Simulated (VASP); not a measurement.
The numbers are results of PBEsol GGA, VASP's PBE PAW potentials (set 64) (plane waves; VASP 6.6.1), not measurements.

Input for VASP

**POSCAR**
```
Os
1
    2.7310629018     0.0000000000     0.0000000000
   -1.3655314509     2.3651694996     0.0000000000
    0.0000000000     0.0000000000     4.3063851951
Os
2
Direct
  0.6666670000   0.3333330000   0.7500000000
  0.3333330000   0.6666670000   0.2500000000
```

**KPOINTS**
```
Regular mesh
0
Gamma
  17 17 10
0 0 0
```

**INCAR**
```
SYSTEM = Os
PREC = Normal; ENCUT = 400; LREAL = F
LASPH = T
EDIFF = 1E-5; NELM = 100; NELMIN = 4
ALGO = Fast; LMAXMIX = 6
ISMEAR = 1; SIGMA = 0.1
GGA = PS
IBRION = 2; NSW = 20; ISIF = 2
EDIFFG = -0.03
LWAVE = F; LCHARG = F
```

POTCAR, in this order: Os (PBE.64 set). Program: vasp_std.

Output of the run:

OUTCAR:
```
 ion  position               nearest neighbor table
   1  0.667  0.333  0.750-   2 2.67   2 2.67   2 2.67   2 2.67   2 2.67   2 2.67
   2  0.333  0.667  0.250-   1 2.67   1 2.67   1 2.67   1 2.67   1 2.67   1 2.67
  LATTYP: Found a hexagonal cell.
 ALAT       =     2.7310629018
 C/A-ratio  =     1.5768165546
 Subroutine PRICEL returns:
 Original cell was already a primitive cell.
 Subroutine GETGRP returns: Found 24 space group operations
The static configuration has the point symmetry D_3d.
 The point group associated with its full space group is D_6h.
The dynamic configuration has the point symmetry D_3d.
 Subroutine INISYM returns: Found 24 space group operations
 Subroutine IBZKPT returns following result:
 Found    198 irreducible k-points:

 Following reciprocal coordinates:
            Coordinates               Weight
  0.000000  0.000000  0.000000      1.000000
  0.058824 -0.000000  0.000000      6.000000
  0.117647  0.000000  0.000000      6.000000
  0.176471 -0.000000  0.000000      6.000000
  0.235294  0.000000  0.000000      6.000000
  0.294118 -0.000000  0.000000      6.000000
  0.352941  0.000000  0.000000      6.000000
...
```

File OSZICAR:
```
       N       E                     dE             d eps       ncg     rms          rms(c)
DAV:   1     0.795395388739E+02    0.79540E+02   -0.65612E+03  4760   0.103E+03
DAV:   2    -0.209482578939E+02   -0.10049E+03   -0.90432E+02  5300   0.364E+02
DAV:   3    -0.259413007047E+02   -0.49930E+01   -0.47177E+01  5568   0.680E+01
DAV:   4    -0.260315387649E+02   -0.90238E-01   -0.89384E-01  5124   0.884E+00
DAV:   5    -0.260328049311E+02   -0.12662E-02   -0.12657E-02  5512   0.813E-01    0.247E+01
RMM:   6    -0.248165544137E+02    0.12163E+01   -0.11034E+00  4752   0.968E+00    0.978E+00
RMM:   7    -0.244780306565E+02    0.33852E+00   -0.15668E+00  4762   0.894E+00    0.429E-01
RMM:   8    -0.244820054646E+02   -0.39748E-02   -0.13574E-01  4778   0.503E+00    0.197E+00
RMM:   9    -0.244884715870E+02   -0.64661E-02   -0.63079E-02  4817   0.183E+00    0.881E-01
RMM:  10    -0.244818170652E+02    0.66545E-02   -0.24363E-02  4752   0.223E+00    0.156E-01
RMM:  11    -0.244819410272E+02   -0.12396E-03   -0.23814E-03  4752   0.386E-01    0.360E-01
RMM:  12    -0.244819324351E+02    0.85921E-05   -0.33637E-04  4754   0.144E-01    0.207E-01
RMM:  13    -0.244819378086E+02   -0.53735E-05   -0.64269E-05  3740   0.689E-02
   1 F= -.24481938E+02 E0= -.24481826E+02  d E =-.244819E+02
```

OUTCAR:
```
------------------------ aborting loop because EDIFF is reached ----------------------------------------
  FORCE on cell =-STRESS in cart. coord.  units (eV):
  Direction    XX          YY          ZZ          XY          YZ          ZX
  --------------------------------------------------------------------------------------
  Total       -0.0641346     -0.0641346      0.1169436     -0.0000000      0.0000000      0.0000000
  in kB       -3.6939922     -3.6939911      6.7356631     -0.0000000      0.0000000      0.0000000
  external PRESSURE =      -0.2174401 kB  Pullay stress =       0.0000000 kB
  volume of cell :       27.82
      direct lattice vectors                 reciprocal lattice vectors
     2.731062902  0.000000000  0.000000000     0.366157806  0.211401339  0.000000000
    -1.365531451  2.365169500  0.000000000     0.000000000  0.422802679  0.000000000
     0.000000000  0.000000000  4.306385195     0.000000000  0.000000000  0.232213319
 POSITION                                       TOTAL-FORCE (eV/Angst)
 -----------------------------------------------------------------------------------
      1.36553      0.78839      3.22979         0.000000      0.000000      0.000000
     -0.00000      1.57678      1.07660         0.000000     -0.000000      0.000000
 -----------------------------------------------------------------------------------
    total drift:                               -0.000053      0.000031     -0.000029
  FREE ENERGIE OF THE ION-ELECTRON SYSTEM (eV)
  ---------------------------------------------------
  free  energy   TOTEN  =       -24.4819378086 eV

  energy  without entropy=      -24.4816015093  energy(sigma->0) =      -24.48182571

 reached required accuracy - stopping structural energy minimisation
```
(Selected blocks of OUTCAR.)

File OUTCAR:
```
 val. band max:        9.4573859906   @ k =   0.2941   0.1176   0.2000

 cond. band min:       9.4628091720   @ k =   0.2353   0.2353   0.2000


 Fermi energy:         9.4582052274

 k-point     1 :       0.0000    0.0000    0.0000
  band No.  band energies     occupation
      1      -1.6522      2.00000
      2       1.5122      2.00000
      3       6.2871      2.00000
      4       6.2871      2.00000
      5       6.5763      2.00000
      6       7.1457      2.00000
      7       7.1457      2.00000
      8       7.7948      2.00000
      9       7.7948      2.00000
     10       9.4165      1.64183
     11      11.0970     -0.00000
     12      11.0970     -0.00000

 k-point     2 :       0.0588   -0.0000    0.0000
  band No.  band energies     occupation
      1      -1.5108      2.00000
      2       1.6383      2.00000
      3       5.9789      2.00000
      4       6.4119      2.00000
      5       6.8449      2.00000
      6       7.0608      2.00000
      7       7.2621      2.00000
      8       7.6226      2.00000
      9       7.6925      2.00000
     10       8.7589      2.00000
     11      11.1693     -0.00000
     12      11.9646      0.00000

 k-point     3 :       0.1176    0.0000    0.0000
  band No.  band energies     occupation
      1      -1.0996      2.00000
      2       1.9881      2.00000
      3       5.5233      2.00000
      4       6.7808      2.00000
      5       6.8042      2.00000
      6       6.9343      2.00000
      7       7.2729      2.00000
      8       7.4250      2.00000
      9       7.6054      2.00000
     10       8.1087      2.00000
     11      11.3495     -0.00000
     12      13.4256      0.00000

 k-point     4 :       0.1765   -0.0000    0.0000
  band No.  band energies     occupation
      1      -0.4614      2.00000
      2       2.4525      2.00000
      3       5.1087      2.00000
      4       5.9334      2.00000
      5       6.5182      2.00000
      6       7.0717      2.00000
...
```

Unless said otherwise, spin-orbit coupling is left out, though it shifts the bands of the heavy elements here.

The compound is Os in the hcp structure. It was relaxed first.
